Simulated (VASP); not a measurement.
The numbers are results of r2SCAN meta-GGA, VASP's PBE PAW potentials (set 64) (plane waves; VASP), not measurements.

The input files of a VASP run:

**KPOINTS**
```
Automatic mesh
0
Gamma
16 16 16
0 0 0
```

### INCAR
```
SYSTEM = Ni
PREC = Accurate
ENCUT = 520
EDIFF = 1E-6
NELM = 100
ALGO = Normal
LREAL = .FALSE.
LASPH = .TRUE.
ISMEAR = 1
SIGMA = 0.1
METAGGA = R2SCAN
LMIXTAU = .TRUE.
LMAXMIX = 4
ISPIN = 2
MAGMOM = 0.8
LORBIT = 10
LWAVE = .FALSE.
LCHARG = .FALSE.
IBRION = 2
ISIF = 3
NSW = 60
EDIFFG = -0.01
```

### POSCAR
```
Ni
1
    0.0000000000     1.7407890812     1.7407890812
    1.7407890812     0.0000000000     1.7407890812
    1.7407890812     1.7407890812     0.0000000000
Ni
1
Direct
  0.0000000000   0.0000000000   0.0000000000
```

POTCAR, in this order: Ni (PBE.64 set). Program: vasp_std.

What VASP printed:

OSZICAR:
```
       N       E                     dE             d eps       ncg     rms          rms(c)
DAV:   1     0.166571650756E+02    0.16657E+02   -0.50108E+03  5324   0.149E+03
DAV:   2    -0.137758893908E+02   -0.30433E+02   -0.29258E+02  5267   0.173E+02
DAV:   3    -0.142752908075E+02   -0.49940E+00   -0.49893E+00  6154   0.301E+01
DAV:   4    -0.142803680327E+02   -0.50772E-02   -0.50766E-02  5939   0.261E+00
DAV:   5    -0.142805163938E+02   -0.14836E-03   -0.14836E-03  6186   0.381E-01    0.109E+01
DAV:   6    -0.125184222636E+02    0.17621E+01   -0.28733E+01  5537   0.906E+01    0.877E+00
DAV:   7    -0.119540321274E+02    0.56439E+00   -0.77338E+00  5566   0.388E+01    0.242E+00
DAV:   8    -0.119511966287E+02    0.28355E-02   -0.40988E-02  5314   0.257E+00    0.171E+00
DAV:   9    -0.119425140717E+02    0.86826E-02   -0.63684E-02  5672   0.380E+00    0.533E-01
DAV:  10    -0.119436047882E+02   -0.10907E-02   -0.28083E-02  6213   0.231E+00    0.216E-01
DAV:  11    -0.119435803053E+02    0.24483E-04   -0.11247E-02  5459   0.164E+00    0.176E-01
DAV:  12    -0.119434888253E+02    0.91480E-04   -0.26558E-03  5685   0.801E-01    0.300E-02
DAV:  13    -0.119434965551E+02   -0.77298E-05   -0.31187E-05  5732   0.863E-02    0.122E-02
DAV:  14    -0.119434992144E+02   -0.26593E-05   -0.33092E-06  4931   0.215E-02    0.451E-03
DAV:  15    -0.119434997605E+02   -0.54618E-06   -0.18366E-06  2766   0.201E-02
   1 F= -.11943500E+02 E0= -.11943693E+02  d E =-.119435E+02  mag=     0.7522
```

OUTCAR:
```
------------------------ aborting loop because EDIFF is reached ----------------------------------------
  FORCE on cell =-STRESS in cart. coord.  units (eV):
  Direction    XX          YY          ZZ          XY          YZ          ZX
  --------------------------------------------------------------------------------------
  Total       -0.0051278     -0.0051278     -0.0051278      0.0000000      0.0000000     -0.0000000
  in kB       -0.7787041     -0.7787041     -0.7787041      0.0000000      0.0000000     -0.0000000
  external PRESSURE =      -0.7787041 kB  Pullay stress =       0.0000000 kB
  volume of cell :       10.55
      direct lattice vectors                 reciprocal lattice vectors
     0.000000000  1.740789081  1.740789081    -0.287226066  0.287226066  0.287226066
     1.740789081  0.000000000  1.740789081     0.287226066 -0.287226066  0.287226066
     1.740789081  1.740789081  0.000000000     0.287226066  0.287226066 -0.287226066
 POSITION                                       TOTAL-FORCE (eV/Angst)
 -----------------------------------------------------------------------------------
      0.00000      0.00000      0.00000         0.000000      0.000000      0.000000
 -----------------------------------------------------------------------------------
    total drift:                                0.000000     -0.000000      0.000000
  FREE ENERGIE OF THE ION-ELECTRON SYSTEM (eV)
  ---------------------------------------------------
  free  energy   TOTEN  =       -11.9434997605 eV

  energy  without entropy=      -11.9440799598  energy(sigma->0) =      -11.94369316

 total charge

# of ion       s       p       d       tot
------------------------------------------
    1        0.529   0.548   8.325   9.401

 magnetization (x)

# of ion       s       p       d       tot
------------------------------------------
    1       -0.009  -0.043   0.823   0.771

 reached required accuracy - stopping structural energy minimisation
```
(Selected blocks of OUTCAR.)

The compound is Ni in the fcc structure. It was relaxed first. The start is the result of an earlier pass.
